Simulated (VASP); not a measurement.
Data:

```
LiH
1.0
    0.00000     1.99017     1.99017
    1.99017     0.00000     1.99017
    1.99017     1.99017     0.00000
Li H
1 1
Direct
  0.00000   0.00000   0.00000
  0.50000   0.50000   0.50000
```

Computed with PBEsol GGA, VASP's PBE PAW potentials (set 64) (plane waves; VASP 6.6.1). Settings: 520 eV cut-off, Gaussian smearing of 0.050 eV, potentials Li_sv H.

### Question
Estimate the band gap (along the path) with the smallest direct gap where there is one.

### Answer

| Quantity | Result |
|---|---|
| band gap (along the path) | 2.73 eV |
| smallest direct gap (along the path) | 2.73 eV |

The absolute energy has meaning only against runs of the same code, potentials and settings.

The structure comes from a measured LiH entry (Fm-3m) of the Crystallography Open Database, whose conditions weren't checked. It was relaxed first, which changed the volume by -7 %.
